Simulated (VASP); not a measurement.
An input for Quantum ESPRESSO's pw.x (written as the equivalent of a VASP run, and not itself run):

```
&CONTROL
  calculation = 'scf'
  pseudo_dir = './pseudo'
  outdir = './out'
  tprnfor = .true.
  tstress = .true.
/
&SYSTEM
  ibrav = 0
  nat = 5
  ntyp = 3
  ecutwfc = 84
  occupations = 'smearing'
  smearing = 'gaussian'
  degauss = 0.003675
  input_dft = 'pbe'
/
&ELECTRONS
  conv_thr = 7.3e-08
  electron_maxstep = 100
/
ATOMIC_SPECIES
  K 39.098 K.upf
  Ca 40.078 Ca.upf
  F 18.998 F.upf
CELL_PARAMETERS angstrom
     4.4817300    0.0000000    0.0000000
     0.0000000    4.4817300    0.0000000
     0.0000000    0.0000000    4.4817300
ATOMIC_POSITIONS crystal
  K    0.5000000  0.5000000  0.5000000
  Ca   0.0000000  0.0000000  0.0000000
  F    0.0000000  0.5000000  0.0000000
  F    0.5000000  0.0000000  0.0000000
  F    0.0000000  0.0000000  0.5000000
K_POINTS automatic
  4 4 4 0 0 0
```

Problem. Translate this input to VASP (INCAR, KPOINTS, POSCAR, choice of POTCAR).

Solution. Several could match; the one computed here: 
POSCAR:
```
KCaF3
1.0
  4.4817300000   0.0000000000   0.0000000000
  0.0000000000   4.4817300000   0.0000000000
  0.0000000000   0.0000000000   4.4817300000
K Ca F
1 1 3
Cart
  2.2408650000   2.2408650000   2.2408650000
  0.0000000000   0.0000000000   0.0000000000
  0.0000000000   2.2408650000   0.0000000000
  2.2408650000   0.0000000000   0.0000000000
  0.0000000000   0.0000000000   2.2408650000
```

INCAR:
```
SYSTEM = KCaF3
PREC = Accurate
ENCUT = 520
EDIFF = 1E-6
NELM = 100
ALGO = Normal
LREAL = .FALSE.
LASPH = .TRUE.
ISMEAR = 0
SIGMA = 0.05
GGA = PE
LWAVE = .FALSE.
LCHARG = .FALSE.
ISIF = 2
```

File KPOINTS:
```
Automatic mesh
0
Gamma
4 4 4
0 0 0
```

POTCAR, in this order: K_sv Ca_sv F (PBE.64 set). Program: vasp_std.

What does not carry over: the potentials are each code's own (VASP's PAW set, PseudoDojo norm-conserving files in pw.x), so ENCUT and ecutwfc are chosen apart and not converted; conv_thr bounds pw.x's estimated SCF error, while EDIFF bounds the energy change between steps.

The structure comes from a computed database's KCaF3 entry (Pm-3m); how it stands against other phases isn't given here. The cell was not relaxed at this level.
